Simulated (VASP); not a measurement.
Input:

```
In31SnP32
1.0
   11.99952     0.00000     0.00000
    0.00000    11.99952     0.00000
    0.00000     0.00000    11.99952
In P Sn
31 32 1
Direct
  0.49994   0.00021   0.00035
  0.75037   0.24954   0.00079
  0.75051   0.00053   0.24978
  0.99998   0.00001   0.00000
  0.24973   0.24938   0.99979
  0.49995   0.49996   0.00022
  0.75037   0.75037   0.99942
  0.24963   0.99983   0.24967
  0.49832   0.24941   0.24961
  0.75049   0.50195   0.24961
  0.50011   0.00013   0.50006
  0.75060   0.24948   0.50197
  0.75032   0.99962   0.75045
  0.99978   0.49989   0.00042
  0.24961   0.75054   0.00085
  0.99945   0.24955   0.24962
  0.24947   0.49822   0.24943
  0.50197   0.75064   0.24958
  0.99968   0.00004   0.49992
  0.24929   0.24936   0.49840
  0.75063   0.75061   0.49836
  0.24964   0.00052   0.75048
  0.50181   0.24935   0.75080
  0.75074   0.49810   0.75084
  0.00059   0.75058   0.24982
  0.00014   0.50007   0.49999
  0.24938   0.75092   0.50184
  0.00064   0.24958   0.75052
  0.24910   0.50188   0.75088
  0.49810   0.75078   0.75087
  0.99942   0.75052   0.75028
  0.62489   0.12550   0.12584
  0.87427   0.37519   0.12592
  0.87442   0.12575   0.37523
  0.12490   0.12495   0.12501
  0.37501   0.37477   0.12452
  0.62522   0.62529   0.12433
  0.87509   0.87505   0.12497
  0.37499   0.12452   0.37514
  0.62368   0.37641   0.37645
  0.87574   0.62534   0.37498
  0.62518   0.12438   0.62524
  0.87585   0.37488   0.62536
  0.87501   0.12497   0.87519
  0.12545   0.62488   0.12580
  0.37520   0.87461   0.12589
  0.12441   0.37479   0.37485
  0.37622   0.62379   0.37634
  0.62534   0.87575   0.37504
  0.12552   0.12536   0.62481
  0.37612   0.37635   0.62402
  0.62371   0.62374   0.62399
  0.87430   0.87462   0.62489
  0.37512   0.12562   0.87465
  0.62519   0.37474   0.87588
  0.87458   0.62486   0.87443
  0.12567   0.87484   0.37519
  0.12428   0.62543   0.62521
  0.37491   0.87584   0.62524
  0.12564   0.37505   0.87498
  0.37467   0.62518   0.87591
  0.62476   0.87464   0.87458
  0.12496   0.87505   0.87513
  0.49978   0.50006   0.50029
```
Cell charge -1.

These are HSE06 screened hybrid, VASP's PBE PAW potentials (set 64) (plane waves; VASP 6.6.1) values and carry that method's errors. Numerical set-up: PREC = Normal, LREAL = Auto, ISYM = 0, NELECT = 258.0, EDIFF = 1E-5, 400 eV cut-off, 1×1×1 Γ-centred mesh, Gaussian smearing of 0.050 eV, potentials In P Sn.

The cell is charged, with a uniform compensating background. The supercell is sampled at Γ alone, which is coarse: total energies, pressure and levels can be off, energies of defects by several tenths of an eV.

**Question.** Estimate the energy per atom (σ→0).

**Answer.** 
- energy per atom (σ→0): -4.886 eV/atom

Total energies compare only between runs with the same potentials, cut-off and functional.

The cell is a supercell with a defect, built from InP (zinc blende): Sn_In, charge -1. The cell's shape comes from a PBE relaxation. The run is not spin-polarised, so no state with unpaired spins was tried.
